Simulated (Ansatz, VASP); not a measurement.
# Cross-check of Mo20W7 (random alloy of the bcc Mo-W line, x = 0.2593) between VASP and Ansatz

Wanted: the spread between two codes on one cell, functional and k mesh. The structure shown is the start of the Ansatz relaxation below; VASP solves that cell, so the two are compared at the walk's first step.

Method: plane waves, with VASP 6.6.1 beside it; single point at PBE, in Ansatz 0.2.0.

## Step 1: Set-up

The cell holds 54 atoms: 40 Mo and 14 W. Its edges and angles: a = 9.499 Å, b = 9.499 Å, c = 9.499 Å, α = 90.0°, β = 90.0°, γ = 90.0°. It derives from Mo (bcc Mo-W), repeated 3×3×3. Bcc Mo-W: 54 atoms, 14 of 54 Mo sites given to W at random, cell and internal coordinates interpolated linearly between the end members (Vegard's rule); (so at first; earlier steps may have moved the atoms), displaced by a Gaussian of 0.02 A. Lattice constants are starting values near those of PBE.

## Step 2: Ansatz: relaxation, PBE

Ansatz runs on its default PAW (the set named soft_2) files.

The two programs are compared at the cell with which this relaxation starts, whose forces are those of its first step.

Input file input.yaml:

```yaml
crystal:
  lattice:
    - [9.49875, 0.0, 0.0]
    - [0.0, 9.49875, 0.0]
    - [0.0, 0.0, 9.49875]
  atoms:
    - { symbol: Mo, position: [0.00342, 0.99871, 0.99889] }
    - { symbol: Mo, position: [0.16441, 0.16849, 0.16182] }
    - { symbol: Mo, position: [0.00367, 0.9984, 0.33401] }
    - { symbol: Mo, position: [0.16614, 0.16975, 0.49566] }
    - { symbol: W, position: [0.99932, 0.99919, 0.66905] }
    - { symbol: Mo, position: [0.16435, 0.1663, 0.83148] }
    - { symbol: Mo, position: [9.0e-05, 0.33456, 0.99768] }
    - { symbol: Mo, position: [0.16908, 0.5019, 0.16772] }
    - { symbol: W, position: [0.0019, 0.33189, 0.33307] }
    - { symbol: Mo, position: [0.1647, 0.49944, 0.50112] }
    - { symbol: Mo, position: [0.99854, 0.3325, 0.66522] }
    - { symbol: W, position: [0.16489, 0.49859, 0.83331] }
    - { symbol: Mo, position: [0.99765, 0.66716, 0.00349] }
    - { symbol: Mo, position: [0.16823, 0.83293, 0.1648] }
    - { symbol: Mo, position: [0.99843, 0.67023, 0.33344] }
    - { symbol: Mo, position: [0.16533, 0.83374, 0.50442] }
    - { symbol: Mo, position: [0.00025, 0.66797, 0.6673] }
    - { symbol: Mo, position: [0.16592, 0.83093, 0.8326] }
    - { symbol: Mo, position: [0.33289, 0.00124, 0.00177] }
    - { symbol: W, position: [0.50196, 0.16727, 0.16853] }
    - { symbol: W, position: [0.33174, 0.00264, 0.33441] }
    - { symbol: Mo, position: [0.49937, 0.1677, 0.49984] }
    - { symbol: Mo, position: [0.33572, 0.0032, 0.67127] }
    - { symbol: Mo, position: [0.49706, 0.16363, 0.83227] }
    - { symbol: W, position: [0.33367, 0.33518, 0.00066] }
    - { symbol: W, position: [0.49574, 0.49936, 0.16841] }
    - { symbol: Mo, position: [0.33382, 0.33494, 0.33287] }
    - { symbol: Mo, position: [0.49958, 0.50039, 0.50086] }
    - { symbol: W, position: [0.33375, 0.33358, 0.66525] }
    - { symbol: Mo, position: [0.50079, 0.50026, 0.83571] }
    - { symbol: Mo, position: [0.33586, 0.66706, 0.99921] }
    - { symbol: Mo, position: [0.49866, 0.83423, 0.16683] }
    - { symbol: Mo, position: [0.33261, 0.66676, 0.33203] }
    - { symbol: Mo, position: [0.50147, 0.83239, 0.50258] }
    - { symbol: W, position: [0.33418, 0.66792, 0.66436] }
    - { symbol: Mo, position: [0.50036, 0.83489, 0.83133] }
    - { symbol: Mo, position: [0.66611, 7.0e-05, 0.99711] }
    - { symbol: Mo, position: [0.834, 0.16845, 0.16486] }
    - { symbol: Mo, position: [0.6674, 0.99724, 0.33325] }
    - { symbol: Mo, position: [0.82993, 0.16903, 0.50086] }
    - { symbol: Mo, position: [0.66661, 0.99837, 0.66935] }
    - { symbol: Mo, position: [0.83748, 0.16275, 0.83594] }
    - { symbol: Mo, position: [0.67009, 0.33405, 0.99747] }
    - { symbol: Mo, position: [0.83515, 0.49962, 0.1654] }
    - { symbol: W, position: [0.66408, 0.33449, 0.335] }
    - { symbol: Mo, position: [0.83202, 0.5011, 0.49759] }
    - { symbol: W, position: [0.66836, 0.33343, 0.66627] }
    - { symbol: W, position: [0.83312, 0.50183, 0.83491] }
    - { symbol: W, position: [0.66778, 0.66696, 0.00016] }
    - { symbol: Mo, position: [0.83464, 0.83382, 0.1681] }
    - { symbol: Mo, position: [0.66601, 0.66154, 0.33552] }
    - { symbol: W, position: [0.83794, 0.83426, 0.49979] }
    - { symbol: Mo, position: [0.66638, 0.66642, 0.6667] }
    - { symbol: Mo, position: [0.83097, 0.83224, 0.83123] }
kpoints:
  mp_grid: { grid: [2, 2, 2] }
hamiltonian:
  xc: pbe
scf:
  occupations: { method: fermi_dirac, width: 0.1 }
output:
  forces: true
relax:
  f_tol: 0.04
  max_steps: 150
  cell: {}
```

On the command line:

```console
$ ansatz run input.yaml --threads 6 --pin off --max-ram 76800MiB --backend cuda --events-out ev --progress --plain --runs-dir out
```

Numbers of over 12 decimals in the logs are rounded to 6 here.

Output:

```text
Engine: ansatz 0.2.0, x86_64-unknown-linux-gnu
Pseudopotentials: kind: paw
Pseudopotential: Mo, paw, valence charge 14, recommended cutoff 420 eV (normal), Mo.paw.azcp
Pseudopotential: W, paw, valence charge 14, recommended cutoff 420 eV (normal), W.paw.azcp
Functional definition: PBE
  parameter kappa = 0.804
  parameter beta = 0.066725
  exchange = pbe_x(kappa = kappa, mu = beta*pi^2/3)
  correlation = pbe_c(beta = beta)
concurrent solve slots: 4 of 6 are kept, ahead of what memory takes: no pass of the eigensolver takes more rounds on 4
device memory: the entry about to start is reckoned to put 12.7 GiB on a device that reports 78.6 GiB free
GPU FFT provider: cuFFT
GPU libraries: cuBLAS 13.8.2, cuFFT 12.4.0, cuSOLVER 12.3.4
Crystal: 54 atoms, lattice volume = 857.037 Å³
Basis set: ecut = 420 eV, 16831 PW (Γ), exchange–correlation on 128×128×128 points (8 copies of the dense FFT grid, shifted against one another)
Bands: 454, of which v1, the nominal top of the filled ones, is band 378 counted from 1 (377 counted from 0)
Symmetry: 1 space group operations
Space group: P1 (ITA 1), of the structure as read, at distance tolerance 9.5e-5 Å
k-points: 8
Non-local potential: Mo, projectors of the file, l = 0: 3, l = 1: 2, l = 2: 2, l = 3: 1
Non-local potential: W, projectors of the file, l = 0: 3, l = 1: 2, l = 2: 2, l = 3: 1
PAW form: soft (Blöchl's): semilocal exchange-correlation on the pseudo side does not see the compensation charge
PAW one-centre angular grid: Mo, 590 points (default); XC on 64 Gauss nodes
PAW one-centre angular grid: W, 590 points (default); XC on 64 Gauss nodes
Initial density: superposition of atomic densities (neutral atoms: chi_scale 0, normalization atom), corrected by the library's trained network
Initial wavefunctions: pseudopotential atomic-orbital guess
GPU buffer pool allocated for 262144 grid points (all kernels)
GPU transforms: local potential and band sums: pruned to the plane-wave sphere, on 64×64×64
Functional: x = pbe(κ = 0.804, μ = 0.219515), c = pbe(β = 0.066725)
SCF iter   1: F=—  HF=-343629.365895 eV  |F-HF|=—  |Δ(HF+E_count)|=         —  Δρ=2.84e-3  dr2=1.41e-1  ethr=1.77e-3  ⟨swp⟩=4.4  Hψ=13318  notcnv=0
preconditioner: auto → Kerker (q_TF=auto, 2.672 Å⁻¹)  [metal: Δε(μ)=0.160 eV  Ē_g=4.399 eV  σ=0.100 eV  W_gap=0.36  n_scr=256 (ndim 8)  ℏωp=22.8 eV  f_vac=0.000  D(μ)=22.22/eV (n_scr^D=146)]
SCF iter   2: F=—  HF=-343629.355836 eV  |F-HF|=—  |Δ(HF+E_count)|=   1.01e-2  Δρ=1.58e-3  dr2=4.01e-2  ethr=1.87e-5  ⟨swp⟩=1.4  Hψ=4188  notcnv=0
SCF iter   3: F=—  HF=-343629.356951 eV  |F-HF|=—  |Δ(HF+E_count)|=   1.11e-3  Δρ=2.07e-4  dr2=5.05e-4  ethr=5.30e-6  ⟨swp⟩=2.0  Hψ=3810  notcnv=0
SCF iter   4: F=—  HF=-343629.353749 eV  |F-HF|=—  |Δ(HF+E_count)|=   3.20e-3  Δρ=4.32e-5  dr2=4.76e-5  ethr=6.68e-8  ⟨swp⟩=2.0  Hψ=4933  notcnv=0
SCF iter   5: F=—  HF=-343629.359028 eV  |F-HF|=—  |Δ(HF+E_count)|=   5.28e-3  Δρ=1.16e-5  dr2=2.37e-6  ethr=6.30e-9  ⟨swp⟩=2.2  Hψ=5003  notcnv=0
SCF iter   6: F=—  HF=-343629.359027 eV  |F-HF|=—  |Δ(HF+E_count)|=   2.71e-7  Δρ=2.45e-6  dr2=1.42e-7  ethr=3.13e-10  ⟨swp⟩=2.0  Hψ=5230  notcnv=0
SCF iter   7: F=-343629.359027 eV  HF=-343629.359027 eV  |F-HF|=5.59e-9  |Δ(HF+E_count)|=   1.37e-8  Δρ=5.18e-7  dr2=6.66e-9  ethr=1.32e-11  ⟨swp⟩=3.1  Hψ=9332  notcnv=0
SCF 1 converged in 7 iterations: F = -343629.359027 eV  dr2 = 6.66e-9
  greatest PAW one-centre occupation: 1.000 electrons in one spin orbital (limit 2), on the W atom at site 20 (counted from 0), in its partial waves of l = 0
relax step   1: F+E_penalty+E_count = -343629.35902738 eV  Δ(F+E_penalty+E_count) = +0.000e0 eV  max|allowed force component| = 8.067e-1 eV/Å  Δτ_max = 0.0000 Å  P = +0.216 GPa  Ω = 857.037 Å³  (7 SCF iters, dr2 threshold 1.00e-7 eV, accepted)
concurrent solve slots: 4 of 6 are kept, ahead of what memory takes: no pass of the eigensolver takes more rounds on 4
device memory: the entry about to start is reckoned to put 11.8 GiB (of the 12.7 GiB reckoned in all, the device holds 0.9 GiB already) on a device that reports 77.6 GiB free
GPU FFT provider: cuFFT
GPU libraries: cuBLAS 13.8.2, cuFFT 12.4.0, cuSOLVER 12.3.4
Crystal: 54 atoms, lattice volume = 853.861 Å³
Basis set: ecut = 420 eV, 16827 PW (Γ), exchange–correlation on 128×128×128 points (8 copies of the dense FFT grid, shifted against one another)
Initial density: handed on by an earlier stage of this run
Initial wavefunctions: those handed on with the density
GPU buffer pool allocated for 262144 grid points (all kernels)
GPU transforms: local potential and band sums: pruned to the plane-wave sphere, on 64×64×64
iter 1 solved again at ethr=4.92e-4 eV; its pass at ethr=3.10e-3 eV (dr2=3.72e0 eV) is discarded
SCF iter   1: F=—  HF=-343628.464383 eV  |F-HF|=—  |Δ(HF+E_count)|=         —  Δρ=1.80e-2  dr2=3.90e0  ethr=4.92e-4  ⟨swp⟩=1.0  Hψ=16252  notcnv=0
[...]
--- Relaxed structure (5 steps of the walk, 4 accepted, 1 SCFs on fresh bases) ---
  F+E_penalty+E_count = -343629.76151331 eV   max|allowed force component| = 2.704e-4 eV/Å   (the final SCF, on the basis selected at the relaxed cell)
  cell:  # Å, volume = 857.0234 Å³
    - [9.498671, 0.000137924, 0.000213757]
    - [0.000137924, 9.498512, 5.656177796730912e-5]
    - [0.000213757, 5.656177796730912e-5, 9.498921]
  atoms:
    - { symbol: Mo, position: [-1.8298298997275106e-5, 0.999993, 0.999980] }
    - { symbol: Mo, position: [0.166573, 0.166573, 0.166759] }
    - { symbol: Mo, position: [9.106719638874755e-5, 1.000107, 0.333248] }
    - { symbol: Mo, position: [0.166739, 0.166762, 0.500048] }
    - { symbol: W, position: [1.000124, 1.000091, 0.666981] }
    - { symbol: Mo, position: [0.166664, 0.166608, 0.833341] }
    - { symbol: Mo, position: [7.477365217009513e-5, 0.333359, 1.000351] }
    - { symbol: Mo, position: [0.166762, 0.500478, 0.166785] }
    - { symbol: W, position: [-6.4298613681696e-5, 0.333605, 0.333189] }
    - { symbol: Mo, position: [0.166685, 0.500199, 0.499967] }
    - { symbol: Mo, position: [0.999993, 0.333374, 0.666590] }
    - { symbol: W, position: [0.166217, 0.500402, 0.833478] }
    - { symbol: Mo, position: [0.999937, 0.667213, 0.000241621] }
    - { symbol: Mo, position: [0.166582, 0.833615, 0.166639] }
    - { symbol: Mo, position: [1.000104, 0.666888, 0.333210] }
    - { symbol: Mo, position: [0.166568, 0.833640, 0.499921] }
    - { symbol: Mo, position: [0.000129629, 0.667229, 0.666687] }
    - { symbol: Mo, position: [0.166849, 0.833668, 0.833573] }
    - { symbol: Mo, position: [0.333264, 2.0725433390580762e-6, 0.000175437] }
    - { symbol: W, position: [0.500220, 0.166688, 0.166605] }
    - { symbol: W, position: [0.333259, -0.000200669, 0.333382] }
    - { symbol: Mo, position: [0.499940, 0.166599, 0.500095] }
    - { symbol: Mo, position: [0.333269, -2.7436608990511454e-5, 0.666714] }
    - { symbol: Mo, position: [0.500100, 0.166391, 0.833396] }
    - { symbol: W, position: [0.333141, 0.333351, -0.000123644] }
    - { symbol: W, position: [0.499840, 0.500302, 0.166979] }
    - { symbol: Mo, position: [0.333154, 0.333465, 0.333332] }
    - { symbol: Mo, position: [0.500001, 0.500384, 0.499855] }
    - { symbol: W, position: [0.333570, 0.333506, 0.666769] }
    - { symbol: Mo, position: [0.500156, 0.500376, 0.833428] }
    - { symbol: Mo, position: [0.333354, 0.667177, 1.000138] }
    - { symbol: Mo, position: [0.499990, 0.833615, 0.166688] }
[...]
- { symbol: W, position: [0.333417, 0.667117, 0.666592] }
[...]
- { symbol: Mo, position: [0.833454, 0.166811, 0.833547] }
    - { symbol: Mo, position: [0.666905, 0.333454, 1.000037] }
    - { symbol: Mo, position: [0.833488, 0.500307, 0.166618] }
    - { symbol: W, position: [0.667288, 0.333495, 0.333658] }
    - { symbol: Mo, position: [0.833527, 0.500496, 0.500153] }
    - { symbol: W, position: [0.666626, 0.333335, 0.666564] }
    - { symbol: W, position: [0.833806, 0.500167, 0.833314] }
    - { symbol: W, position: [0.666885, 0.667412, 0.000130488] }
    - { symbol: Mo, position: [0.833666, 0.833842, 0.166967] }
    - { symbol: Mo, position: [0.666845, 0.667097, 0.333201] }
    - { symbol: W, position: [0.833316, 0.833528, 0.499836] }
    - { symbol: Mo, position: [0.666754, 0.667052, 0.666817] }
    - { symbol: Mo, position: [0.833414, 0.833635, 0.833342] }
```

(Part 1 of 2 ends here.)

[Lines on the potential files, build, host, timing and source positions are cut from VASP's logs without a mark.]

[Logs are printed without paths, hosts, clocks, repeated set-up lines and the standing remarks that a program may print on its own settings, such as how far it seeks lower states.]

[Hosts, paths, dates, database ids (printed as entryN), source tags and the programs' standing remarks are cut or masked in the printed files.]
